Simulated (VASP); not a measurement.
Set up this calculation in VASP 6.6.1, as the native input.

| Quantity | Value |
| --- | --- |
| Task | electrostatic potential |
| Functional | PBE |
| Potentials or basis | VASP PAW PBE potentials, release 64 (Ba_sv, Zr_sv, O) |
| Cutoff | 700 eV |
| k mesh | 6 × 6 × 6 |
| Occupations | gaussian, width 0.02 eV |
| Spin | no spin polarisation |
| Further INCAR settings | ALGO = Normal; EDIFF = 1e-06 |

The structure of BaZrO3 lies in POSCAR:

```
BaZrO3                                  
1.0
    4.2345729299      0.0000000000      0.0000000000
    0.0000000000      4.2345729299      0.0000000000
   -0.0000000000     -0.0000000000      4.2345729299
  Ba              Zr              O             
     1     1     3
Direct
     0.0000000000000000    0.0000000000000000    0.0000000000000000
     0.5000000000000000    0.5000000000000000    0.5000000000000000
     0.5000000000000000    0.5000000000000000    0.0000000000000000
     0.0000000000000000    0.5000000000000000    0.5000000000000000
     0.5000000000000000    0.0000000000000000    0.5000000000000000
```

The cell was built by a generator and needn't be a form met in nature.

These files were run (other wordings do the same):

INCAR

```
SYSTEM = BaZrO3
PREC     = Accurate       ! precision mode
ENCUT    = 700            ! plane-wave cutoff, eV
EDIFF    = 1E-6           ! SCF threshold, eV
ISMEAR   = 0              ! smearing method
SIGMA    = 0.02           ! smearing width, eV
LREAL    = .False.        ! projectors in reciprocal space
LASPH    = .True.         ! aspherical terms in the spheres
NELM     = 60             ! most SCF steps
ALGO     = Normal         ! electronic algorithm
ISIF     = 2              ! what is computed and relaxed
LWAVE    = .False.        ! write WAVECAR
LCHARG   = .True.         ! write CHGCAR
GGA      = PE             ! functional
LVHAR    = .True.       
KPAR     = 2
```

KPOINTS

```
Automatic mesh
0
Gamma
  6 6 6
  0 0 0
```

Potentials or basis: VASP PAW PBE potentials, release 64 (Ba_sv, Zr_sv, O).

Run with:

```console
$ cat potpaw_PBE.64/Ba_sv/POTCAR potpaw_PBE.64/Zr_sv/POTCAR potpaw_PBE.64/O/POTCAR > POTCAR
$ mpirun -np 2 vasp_std > vasp.out
```

Results of the run:

The pressure is 0.0 GPa. The band gap on the k mesh is 3.12 eV, indirect (least direct gap 3.38 eV).

Caveat: spin-orbit coupling is left out, which moves the levels of the heavy elements.

Run time: 29 s on 2 MPI ranks on Intel(R) Xeon(R) Platinum 8488C (Sapphire Rapids) (shared host), peak memory 0.26 GiB a rank.
